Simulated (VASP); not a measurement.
OSZICAR of a VASP run on DyTe (space group Fm-3m):

File OSZICAR:
```
       N       E                     dE             d eps       ncg     rms          rms(c)
DAV:   1     0.403243892157E+02    0.40324E+02   -0.56854E+03   440   0.918E+02
DAV:   2    -0.783035440234E+01   -0.48155E+02   -0.44751E+02   542   0.225E+02
DAV:   3    -0.110459974964E+02   -0.32156E+01   -0.30648E+01   620   0.378E+01
DAV:   4    -0.111645462983E+02   -0.11855E+00   -0.11693E+00   604   0.727E+00
DAV:   5    -0.111697831198E+02   -0.52368E-02   -0.52004E-02   642   0.127E+00    0.197E+01
DAV:   6    -0.111485457172E+02    0.21237E-01   -0.69559E-02   687   0.191E+00    0.121E+01
DAV:   7    -0.111550927164E+02   -0.65470E-02   -0.47075E-02   693   0.188E+00    0.301E-01
DAV:   8    -0.111530625630E+02    0.20302E-02   -0.10783E-02   684   0.699E-01    0.826E-02
DAV:   9    -0.111530780813E+02   -0.15518E-04   -0.31669E-04   530   0.142E-01    0.669E-02
DAV:  10    -0.111530780772E+02    0.41431E-08   -0.14135E-05   541   0.308E-02    0.262E-02
DAV:  11    -0.111530781125E+02   -0.35317E-07   -0.24140E-06   512   0.122E-02
   1 F= -.11153078E+02 E0= -.11152265E+02  d E =-.111531E+02
       N       E                     dE             d eps       ncg     rms          rms(c)
DAV:   1    -0.111853154736E+02   -0.32237E-01   -0.66095E-01   440   0.617E+00    0.118E+00
DAV:   2    -0.111632468344E+02    0.22069E-01   -0.28541E-02   458   0.155E+00    0.673E-01
DAV:   3    -0.111540461551E+02    0.92007E-02   -0.29323E-02   672   0.142E+00    0.324E-01
DAV:   4    -0.111540256625E+02    0.20493E-04   -0.24978E-04   522   0.140E-01    0.265E-01
DAV:   5    -0.111539781800E+02    0.47483E-04   -0.13525E-04   488   0.897E-02    0.154E-02
DAV:   6    -0.111539785835E+02   -0.40352E-06   -0.47080E-06   528   0.231E-02
   2 F= -.11153979E+02 E0= -.11153225E+02  d E =-.900471E-03
       N       E                     dE             d eps       ncg     rms          rms(c)
DAV:   1    -0.111618015220E+02   -0.78233E-02   -0.13107E-01   440   0.276E+00    0.524E-01
DAV:   2    -0.111574679836E+02    0.43335E-02   -0.56862E-03   455   0.682E-01    0.302E-01
DAV:   3    -0.111556464585E+02    0.18215E-02   -0.58214E-03   672   0.628E-01    0.142E-01
DAV:   4    -0.111556402263E+02    0.62323E-05   -0.50021E-05   513   0.619E-02    0.114E-01
DAV:   5    -0.111556260975E+02    0.14129E-04   -0.27305E-05   497   0.402E-02    0.625E-03
DAV:   6    -0.111556259624E+02    0.13508E-06   -0.86899E-07   307   0.105E-02
   3 F= -.11155626E+02 E0= -.11154851E+02  d E =-.254785E-02
```

Which electronic solver shows in the log?

It is blocked Davidson (ALGO = Normal, or the opening steps of other solvers). The INCAR had ALGO = Normal.

Can the final energy be trusted as converged?

The run converged. It stopped with EDIFF = 1E-6, NELM = 100, NSW = 60 and EDIFFG = -0.01 after 3 ionic steps (PBEsol GGA, plane waves, VASP's PBE PAW potentials (set 64)). The 4f electrons are frozen in the core of the lanthanide potential, so 4f levels, which can set the real gap, and their magnetism are missing.

The structure comes from a measured DyTe entry (Fm-3m) of the Crystallography Open Database, whose conditions weren't checked. This run relaxes it. Symmetry was kept, so distortions that lower it aren't found. The electron count is odd and the run is not spin-polarised, which forces a metal.
